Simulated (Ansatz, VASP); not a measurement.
## MoS2 in two plane-wave programs

Wanted: the spread between two codes on one cell, functional and k mesh. The cell is taken from a series of runs on this material, whose earlier steps may have relaxed, scaled, displaced or heated it; both programs get it as it stands.

Program: Ansatz 0.2.0. Level of theory: plane waves, with VASP 6.6.1 beside it; PBE0 form with 75 % exact exchange with an exact-exchange share of 0.75. Results are calculated unless marked as measured.

**1. Set-up**

Symmetry: P6_3/mmc, No. 194, hexagonal system. The conventional cell has a = 3.169 Å, b = 3.169 Å, c = 12.324 Å, α = 90.00°, β = 90.00°, γ = 120.00°. Nearest to Mo lie 6 S at 2.41 Å. S has 3 Mo at 2.41 Å nearest. Farther neighbours and most contacts between anions are not listed.

Structure file:

```cif
data_structure
_symmetry_space_group_name_H-M 'P6_3/mmc'
_symmetry_Int_Tables_number 194
_cell_length_a 3.1690
_cell_length_b 3.1690
_cell_length_c 12.3240
_cell_angle_alpha 90.000
_cell_angle_beta 90.000
_cell_angle_gamma 120.000
_cell_volume 107.18
loop_
_atom_site_label
_atom_site_type_symbol
_atom_site_symmetry_multiplicity
_atom_site_Wyckoff_symbol
_atom_site_fract_x
_atom_site_fract_y
_atom_site_fract_z
_atom_site_occupancy
Mo1 Mo 2 c 0.33333 0.66667 0.25000 1
S1 S 4 f 0.33333 0.66667 0.62300 1
```

**2. VASP: G0W0 gap, PBE0 form with 75 % exact exchange with an exact-exchange share of 0.75**

Quasiparticle shifts depend on high empty states and on the cores, so they are the hardest test of two PAW sets.

Lines of VASP's logs that name or quote its potential files are left out, and so is its time.

The run reads the wave functions of an earlier VASP run, which isn't shown here.

INCAR

```
SYSTEM = MoS2
PREC = Accurate
ENCUT = 370
ISMEAR = 0
SIGMA = 0.01
LREAL = .FALSE.
LHFCALC = .TRUE.
AEXX = 0.75
GGA = PE
LASPH = .TRUE.
NBANDS = 480
PRECFOCK = Fast
ALGO = EVGW0
NELMGW = 1
ENCUTGW = 150
NOMEGA = 64
NBANDSGW = 40
LWAVE = .FALSE.
LCHARG = .FALSE.
```

POSCAR

```
MoS2
1.0
    3.1690000000      0.0000000000      0.0000000000
   -1.5845000000      2.7444345046      0.0000000000
    0.0000000000      0.0000000000     12.3240000000
Mo S
2 4
Direct
    0.3333333333      0.6666666667      0.2500000000
    0.6666666667      0.3333333333      0.7500000000
    0.3333333333      0.6666666667      0.6230000000
    0.6666666667      0.3333333333      0.1230000000
    0.3333333333      0.6666666667      0.8770000000
    0.6666666667      0.3333333333      0.3770000000
```

KPOINTS

```
Automatic mesh
0
Gamma
6 6 2
0 0 0
```

The projector-augmented-wave data sets are Mo_sv_GW and S_GW (PBE family, release 64).

On the command line:

```bash
mpirun -np 8 vasp_std
```

Numbers of over 12 decimals in the logs are rounded to 6 here.

What it wrote:

```text
[banner, memory and clock lines left out]
running    8 mpi-ranks, on    1 nodes
 distrk:  each k-point on    8 cores,    1 groups
 distr:  one band on    1 cores,    8 groups

 POSCAR found type information on POSCAR MoS
 POSCAR found :  2 types and       6 ions
|                                                                             |
|           W    W    AA    RRRRR   N    N  II  N    N   GGGG   !!!           |
|           W    W   A  A   R    R  NN   N  II  NN   N  G    G  !!!           |
|           W    W  A    A  R    R  N N  N  II  N N  N  G       !!!           |
|           W WW W  AAAAAA  RRRRR   N  N N  II  N  N N  G  GGG   !            |
|           WW  WW  A    A  R   R   N   NN  II  N   NN  G    G                |
|           W    W  A    A  R    R  N    N  II  N    N   GGGG   !!!           |
|                                                                             |
|     For optimal performance we recommend to set                             |
|       NCORE = 2 up to number-of-cores-per-socket                            |
|     NCORE specifies how many cores store one orbital (NPAR=cpu/NCORE).      |
|     This setting can greatly improve the performance of VASP for DFT.       |
|     The default, NCORE=1 might be grossly inefficient on modern             |
|     multi-core architectures or massively parallel machines. Do your        |
|     Unfortunately you need to use the default for GW and RPA                |
|     calculations (for HF NCORE is supported but not extensively tested      |
|     yet).                                                                   |
|                                                                             |

|                                                                             |
|           W    W    AA    RRRRR   N    N  II  N    N   GGGG   !!!           |
|           W    W   A  A   R    R  NN   N  II  NN   N  G    G  !!!           |
|           W    W  A    A  R    R  N N  N  II  N N  N  G       !!!           |
|           W WW W  AAAAAA  RRRRR   N  N N  II  N  N N  G  GGG   !            |
|           WW  WW  A    A  R   R   N   NN  II  N   NN  G    G                |
|           W    W  A    A  R    R  N    N  II  N    N   GGGG   !!!           |
|                                                                             |
|     The default for ENCUTGWSOFT is different in this version of VASP.       |
|     please manually set ENCUTGWSOFT =150 in the INCAR file.                 |
|                                                                             |

 LDA part: xc-table for (Slater+PW92), standard interpolation
 found WAVECAR, reading the header
 POSCAR, INCAR and KPOINTS ok, starting setup
 FFT: planning ... GRIDC
 FFT: planning ... GRID_SOFT
 FFT: planning ... GRID
 reading WAVECAR
 the WAVECAR file was read successfully
 initial charge from wavefunction
 available memory per node:     31.98 GB, setting MAXMEM to     32746

 The Fermi energy was updated, please check that it is located mid-gap
 values below the HOMO (VB) or above the LUMO (CB) will cause erroneous energies
 E-fermi :   7.3794

 calculate exact exchange contribution
 the WAVEDER file was read successfully
energies w=
    0.000    0.000    1.828    0.000    3.652    0.000    5.468    0.000
    7.274    0.000    9.066    0.000   10.841    0.000   12.598    0.000
   14.334    0.000   16.049    0.000   17.742    0.000   19.412    0.000
   21.060    0.000   22.687    0.000   24.294    0.000   25.882    0.000
   27.453    0.000   29.008    0.000   30.551    0.000   32.082    0.000
   33.606    0.000   35.123    0.000   36.639    0.000   38.154    0.000
   39.673    0.000   41.198    0.000   42.734    0.000   44.284    0.000
   45.852    0.000   47.441    0.000   49.057    0.000   50.705    0.000
   52.390    0.000   54.116    0.000   55.892    0.000   57.723    0.000
   59.617    0.000   61.583    0.000   63.630    0.000   65.770    0.000
   68.013    0.000   70.374    0.000   72.870    0.000   75.518    0.000
   78.339    0.000   81.359    0.000   84.607    0.000   88.117    0.000
   91.931    0.000   96.099    0.000  100.680    0.000  105.749    0.000
  111.398    0.000  117.742    0.000  124.927    0.000  133.140    0.000
  142.630    0.000  153.725    0.000  166.877    0.000  182.719    0.000
  202.167    0.000  226.600    0.000  258.195    0.000  300.596    0.000
 responsefunction array rank=     472
 LDA part: xc-table for (Slater+PW92), standard interpolation

 min. memory requirement per mpi rank    618.2 MB, per node   4945.3 MB

 allocating   8 responsefunctions rank=   472
 shmem allocating  64 responsefunctions rank=   472
 response function shared by NCSHMEM nodes    1
 Doing            8  frequencies on each core in blocks of           64
NQ=   1    0.0000    0.0000    0.0000,
|.........|.........|.........|.........|.........|.........|.........|.........
 performed       2237000 updates of chi_q(r,r)
 total number of BLAS operations       3836.99 Gflops
NQ=   2    0.1667   -0.0000    0.0000,
|.........|.........|.........|.........|.........|.........|.........|.........
 performed       6240000 updates of chi_q(r,r)
 total number of BLAS operations      10009.89 Gflops
NQ=   3    0.3333   -0.0000    0.0000,
|.........|.........|.........|.........|.........|.........|.........|.........
 performed      10243000 updates of chi_q(r,r)
 total number of BLAS operations      16438.48 Gflops
NQ=   4    0.5000   -0.0000    0.0000,
|.........|.........|.........|.........|.........|.........|.........|.........
 performed      13248000 updates of chi_q(r,r)
 total number of BLAS operations      21221.02 Gflops
NQ=   5    0.1667    0.1667    0.0000,
|.........|.........|.........|.........|.........|.........|.........|.........
 performed      17251000 updates of chi_q(r,r)
 total number of BLAS operations      27226.33 Gflops
NQ=   6    0.3333    0.1667    0.0000,
|.........|.........|.........|.........|.........|.........|.........|.........
 performed      21715000 updates of chi_q(r,r)
 total number of BLAS operations      34555.70 Gflops
NQ=   7    0.3333    0.3333    0.0000,
|.........|.........|.........|.........|.........|.........|.........|.........
 performed      24336000 updates of chi_q(r,r)
 total number of BLAS operations      39090.15 Gflops
NQ=   8    0.0000    0.0000    0.5000,
|.........|.........|.........|.........|.........|.........|.........|.........
 performed      26573000 updates of chi_q(r,r)
 total number of BLAS operations      42618.69 Gflops
NQ=   9    0.1667   -0.0000    0.5000,
|.........|.........|.........|.........|.........|.........|.........|.........
 performed      30576000 updates of chi_q(r,r)
 total number of BLAS operations      49047.28 Gflops
NQ=  10    0.3333   -0.0000    0.5000,
|.........|.........|.........|.........|.........|.........|.........|.........
 performed      34579000 updates of chi_q(r,r)
 total number of BLAS operations      55248.33 Gflops
NQ=  11    0.5000   -0.0000    0.5000,
|.........|.........|.........|.........|.........|.........|.........|.........
 performed      37584000 updates of chi_q(r,r)
 total number of BLAS operations      59988.07 Gflops
NQ=  12    0.1667    0.1667    0.5000,
|.........|.........|.........|.........|.........|.........|.........|.........
 performed      41587000 updates of chi_q(r,r)
 total number of BLAS operations      65855.50 Gflops
NQ=  13    0.3333    0.1667    0.5000,
|.........|.........|.........|.........|.........|.........|.........|.........
 performed      46051000 updates of chi_q(r,r)
 total number of BLAS operations      73217.26 Gflops
NQ=  14    0.3333    0.3333    0.5000,
|.........|.........|.........|.........|.........|.........|.........|.........
 performed      48672000 updates of chi_q(r,r)
 total number of BLAS operations      77577.89 Gflops
 resolving degeneracies of screened two electron integrals

 calculate QP shifts <psi_nk| G(iteration)W_0 |psi_nk>: iteration 1
 entering main loop
```

Parts of OUTCAR (step 2):

```text
ion  position               nearest neighbor table
   1  0.333  0.667  0.250-   4 2.41   6 2.41   4 2.41   6 2.41   4 2.41   6 2.41
   2  0.667  0.333  0.750-   3 2.41   5 2.41   3 2.41   5 2.41   3 2.41   5 2.41
   3  0.333  0.667  0.623-   2 2.41   2 2.41   2 2.41
   4  0.667  0.333  0.123-   1 2.41   1 2.41   1 2.41
   5  0.333  0.667  0.877-   2 2.41   2 2.41   2 2.41
   6  0.667  0.333  0.377-   1 2.41   1 2.41   1 2.41

  LATTYP: Found a hexagonal cell.
 ALAT       =     3.1690000000
 C/A-ratio  =     3.8889239508

 Subroutine GETGRP returns: Found 24 space group operations
 (whereof 12 operations were pure point group operations)

The static configuration has the point symmetry D_3d.
 The point group associated with its full space group is D_6h.

 Found     14 irreducible k-points:

   k-points           NKPTS =     14   k-points in BZ     NKDIM =     72   number of bands    NBANDS=    480

   dimension x,y,z NGX =    20 NGY =   20 NGZ =   80
   dimension x,y,z NGXF=    40 NGYF=   40 NGZF=  160

   ENCUT  =  370.0 eV  27.19 Ry    5.21 a.u.   4.97  4.97 19.33*2*pi/ulx,y,z

   NELECT =      52.0000    total number of electrons

  energy-cutoff  :      370.00
  volume of cell :      107.18
      direct lattice vectors                 reciprocal lattice vectors
     3.169000000  0.000000000  0.000000000     0.315556958  0.182186895  0.000000000
    -1.584500000  2.744434505  0.000000000     0.000000000  0.364373789  0.000000000
     0.000000000  0.000000000 12.324000000     0.000000000  0.000000000  0.081142486

 k-points in reciprocal lattice and weights: Automatic mesh
   0.00000000  0.00000000  0.00000000       0.014
   0.16666667 -0.00000000  0.00000000       0.083
   0.33333333 -0.00000000  0.00000000       0.083
   0.50000000 -0.00000000  0.00000000       0.042
   0.16666667  0.16666667  0.00000000       0.083
   0.33333333  0.16666667  0.00000000       0.167
   0.33333333  0.33333333  0.00000000       0.028
   0.00000000  0.00000000  0.50000000       0.014
   0.16666667 -0.00000000  0.50000000       0.083
[...]
0.33333333  0.16666667  0.50000000       0.167
   0.33333333  0.33333333  0.50000000       0.028

 E-fermi :   7.3794

 QP shifts <psi_nk| G(iteration)W_0 |psi_nk>: iteration 1
 for sc-GW calculations column KS-energies equals QP-energies in previous step
 and V_xc(KS)=  KS-energies - (<T + V_ion + V_H > + <T+V_H+V_ion>^1  + <V_x>^1)
 k-point   1 :       0.0000    0.0000    0.0000
  band No.  KS-energies  QP-energies   sigma(KS)   V_xc(KS)     V^pw_x(r,r')   Z            occupation Imag(sigma)
    ...
     23       2.4555       4.1692     -16.1287     -18.1778     -17.5055       0.8363       2.0000       0.1240
     24       3.1469       4.9921     -14.7660     -16.9645     -16.6138       0.8393       2.0000       0.1393
     25       3.5708       5.2232     -15.5191     -17.5024     -16.6580       0.8331       2.0000       0.1213
     26       5.0588       6.5024     -16.3331     -18.0588     -17.1612       0.8365       2.0000       0.0923
     27      11.8251      10.4044     -14.6167     -12.9094     -10.4604       0.8321       0.0000      -0.1781
     28      11.8251      10.4044     -14.6167     -12.9094     -10.4604       0.8321       0.0000      -0.1781
     29      11.8621      10.4363     -14.5202     -12.8054     -10.3598       0.8315       0.0000      -0.1788
     30      11.8621      10.4363     -14.5202     -12.8054     -10.3598       0.8315       0.0000      -0.1788
    ...

 k-point   2 :       0.1667   -0.0000    0.0000
  band No.  KS-energies  QP-energies   sigma(KS)   V_xc(KS)     V^pw_x(r,r')   Z            occupation Imag(sigma)
    ...
     23       2.2327       4.1035     -14.7854     -17.0193     -16.5807       0.8375       2.0000       0.1421
     24       3.2122       5.0488     -14.7427     -16.9278     -16.5624       0.8405       2.0000       0.1363
     25       3.4754       5.1620     -15.7594     -17.7872     -16.9437       0.8318       2.0000       0.1238
     26       4.0948       5.6740     -15.9704     -17.8619     -17.0136       0.8349       2.0000       0.1093
     27      10.8722       9.5804     -14.1106     -12.5616     -10.2509       0.8340       0.0000      -0.1682
     28      11.3149       9.9940     -14.6622     -13.0687     -10.7392       0.8289       0.0000      -0.1768
     29      11.5210      10.1731     -14.7794     -13.1487     -10.7972       0.8266       0.0000      -0.1852
     30      11.5902      10.1374     -14.5201     -12.7796     -10.2609       0.8347       0.0000      -0.1781
    ...

 k-point   3 :       0.3333   -0.0000    0.0000
  band No.  KS-energies  QP-energies   sigma(KS)   V_xc(KS)     V^pw_x(r,r')   Z            occupation Imag(sigma)
    ...
     23       2.1970       4.0988     -15.2949     -17.5783     -17.0700       0.8329       2.0000       0.1470
     24       2.3555       4.2381     -15.4195     -17.6754     -17.1404       0.8345       2.0000       0.1429
     25       2.7385       4.4921     -15.2147     -17.3238     -16.4819       0.8314       2.0000       0.1358
     26       3.0010       4.7454     -15.4735     -17.5706     -16.7173       0.8318       2.0000       0.1303
     27      10.6470       9.3656     -14.7195     -13.1775     -10.7904       0.8310       0.0000      -0.1715
     28      10.8962       9.5240     -15.7167     -14.0549     -11.5654       0.8257       0.0000      -0.1817
     29      11.1036       9.7003     -15.8634     -14.1572     -11.6491       0.8224       0.0000      -0.1876
     30      11.5394      10.1501     -15.4957     -13.8070     -11.3542       0.8226       0.0000      -0.1960
    ...

 k-point   4 :       0.5000   -0.0000    0.0000
  band No.  KS-energies  QP-energies   sigma(KS)   V_xc(KS)     V^pw_x(r,r')   Z            occupation Imag(sigma)
    ...
     23       2.6741       4.5126     -14.8909     -17.0838     -16.6155       0.8384       2.0000       0.1364
     24       2.9184       4.7333     -15.0523     -17.2126     -16.7170       0.8401       2.0000       0.1316
     25       3.1211       4.8388     -14.5522     -16.5966     -15.7933       0.8402       2.0000       0.1210
     26       3.3037       5.0045     -15.0120     -17.0391     -16.2001       0.8390       2.0000       0.1191
     27      11.1007       9.6112     -16.8164     -14.9941     -12.3460       0.8174       0.0000      -0.1999
     28      11.1700       9.6689     -16.8386     -14.9970     -12.3415       0.8152       0.0000      -0.2026
     29      11.4601      10.0141     -16.0315     -14.2661     -11.7238       0.8191       0.0000      -0.2070
     30      11.8055      10.2970     -16.5758     -14.7209     -12.1264       0.8133       0.0000      -0.2211
    ...

[... 4 further parts left out ...]
```

(Part 1 of 2 ends here.)

[Lines on the potential files, build, host, timing and source positions are cut from VASP's logs without a mark.]

[Logs are printed without paths, hosts, clocks, repeated set-up lines and the standing remarks that a program may print on its own settings, such as how far it seeks lower states.]

[Hosts, paths, dates, database ids (printed as entryN), source tags and the programs' standing remarks are cut or masked in the printed files.]
